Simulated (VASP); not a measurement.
An input for Quantum ESPRESSO's pw.x (written as the equivalent of a VASP run, and not itself run):

```
&CONTROL
  calculation = 'scf'
  pseudo_dir = './pseudo'
  outdir = './out'
  tprnfor = .true.
  tstress = .true.
/
&SYSTEM
  ibrav = 0
  nat = 6
  ntyp = 2
  ecutwfc = 84
  occupations = 'smearing'
  smearing = 'fermi-dirac'
  degauss = 0.00735
  input_dft = 'pbe'
  noncolin = .true.
  lspinorb = .true.
/
&ELECTRONS
  conv_thr = 7.3e-08
  electron_maxstep = 100
/
ATOMIC_SPECIES
  Ag 107.868 Ag.upf
  Pt 195.084 Pt.upf
CELL_PARAMETERS angstrom
     0.0000000    4.0084990    4.0084990
     4.0084990    0.0000000    4.0084990
     4.0084990    4.0084990    0.0000000
ATOMIC_POSITIONS crystal
  Ag   0.1250000  0.1250000  0.1250000
  Ag   0.6250000  0.1250000  0.1250000
  Ag   0.1250000  0.6250000  0.1250000
  Ag   0.1250000  0.1250000  0.6250000
  Pt   0.7500000  0.7500000  0.7500000
  Pt   0.5000000  0.5000000  0.5000000
K_POINTS automatic
  5 5 5 0 0 0
```

Problem. Write the VASP files for the same calculation (PBE+SOC).

Solution. One answer among several that fit: 
INCAR:
```
# general
SYSTEM         =  Ag2Pt
PREC           =  Accurate
ENCUT          =  300
LREAL          =  .FALSE.   # projection in real space or not
LASPH          =  .TRUE.

# electronic loop
EDIFF          =  1E-6
NELM           =  100   # most electronic steps
ALGO           =  Normal   # blocked Davidson
LMAXMIX        =  6   # l cut-off of mixed one-centre charges

# smearing
ISMEAR         =  -1   # Fermi-Dirac
SIGMA          =  0.1   # width (eV)

# functional
GGA            =  PE   # PBE
GGA_COMPAT     =  .FALSE.

# spin
MAGMOM         =  18*0.0
LSORBIT        =  .TRUE.
LNONCOLLINEAR  =  .TRUE.

# ions
ISIF           =  2

# output
LWAVE          =  .FALSE.
LCHARG         =  .FALSE.
LORBIT         =  11   # lm-projected
```

### KPOINTS
```
Regular mesh
0
gamma
  5 5 5
```

**POSCAR**
```
Ag2Pt
1
    0.0000000000     4.0084990000     4.0084990000
    4.0084990000     0.0000000000     4.0084990000
    4.0084990000     4.0084990000     0.0000000000
Ag Pt
4 2
Direct
  0.1250000000   0.1250000000   0.1250000000
  0.6250000000   0.1250000000   0.1250000000
  0.1250000000   0.6250000000   0.1250000000
  0.1250000000   0.1250000000   0.6250000000
  0.7500000000   0.7500000000   0.7500000000
  0.5000000000   0.5000000000   0.5000000000
```

POTCAR, in this order: Ag Pt (PBE.64 set). Program: vasp_ncl.

What does not carry over: the potentials are each code's own (VASP's PAW set, PseudoDojo norm-conserving files, fully relativistic, in pw.x), so ENCUT and ecutwfc are chosen apart and not converted; conv_thr bounds pw.x's estimated SCF error, while EDIFF bounds the energy change between steps.

The structure was generated: Ag2Pt was put into an ordered model structure, which need not be its known phase. The cell was not relaxed at this level. The run is one of a series of settings (GGA_COMPAT = .FALSE., LNONCOLLINEAR = .TRUE., LSORBIT = .TRUE., MAGMOM = 0.0 0.0 0.0 0.0 0.0 0.0 0.0 0.0 0.0 0.0 0.0 0.0 0.0 0.0 0.0 0.0 0.0 0.0, program vasp_ncl against the base run), some of them coarse on purpose.
